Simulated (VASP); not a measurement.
# ZnCd3Se3S: single point with PBE

The system is ZnCd3Se3S.

```
Zn Cd Se S
1.0
     4.26265    2.46104    3.46333
    -4.26265    2.46104    3.46333
     0.00000   -4.92209    3.46333
Zn Cd Se S
1 3 3 1
Direct
  0.99181 0.99181 0.99181
  0.50643 0.99620 0.50643
  0.99620 0.50643 0.50643
  0.50643 0.50643 0.99620
  0.23723 0.76250 0.23723
  0.76250 0.23723 0.23723
  0.23723 0.23723 0.76250
  0.76169 0.76169 0.76169
```

The cell was built by a generator and needn't be a form met in nature.

| Property | Result |
| --- | --- |
| Program | VASP 6.6.1 |
| Task | single point |
| Functional | PBE |
| Potentials or basis | VASP PAW PBE potentials, release 64 (Zn, Cd, Se, S) |
| Cutoff | 520 eV |
| k mesh | 4 × 4 × 4 |
| Occupations | gaussian, width 0.02 eV |
| Spin | no spin polarisation |
| Further INCAR settings | ALGO = Normal; EDIFF = 1e-06; NBANDS = 46 |

The pressure is 0.0 GPa and the largest force is 0.004 eV/Å. The band gap on the k mesh is 0.69 eV, direct.

Forces on the atoms (eV/Å):
```
Zn   0.000  0.000 -0.004
Cd  -0.001  0.000 -0.003
Cd   0.001  0.000 -0.003
Cd   0.000 -0.001 -0.003
Se  -0.001  0.000  0.003
Se   0.001  0.000  0.003
Se   0.000 -0.001  0.003
S    0.000  0.000  0.003
```

Levels at points of the mesh, in eV from the valence-band top:
| k point | band 34 | band 35 | band 36 | band 37 | band 38 | band 39 |
| --- | --- | --- | --- | --- | --- | --- |
| (0.00, 0.00, 0.00) | -0.04 | -0.04 | 0.00 | 0.69 | 3.18 | 3.18 |
| (0.50, 0.00, 0.00) | -1.07 | -0.90 | -0.74 | 3.20 | 3.36 | 4.26 |
| (0.50, 0.50, 0.00) | -0.89 | -0.71 | -0.44 | 3.43 | 3.81 | 3.91 |
| (0.50, 0.50, 0.50) | -0.61 | -0.45 | -0.45 | 2.28 | 2.42 | 2.53 |

Wall time 39 s on 8 MPI ranks on Intel(R) Xeon(R) Platinum 8488C (Sapphire Rapids) (shared host), peak memory 0.39 GiB a rank.

Expect the measured gap to be larger: semilocal functionals such as PBE lack the derivative discontinuity.
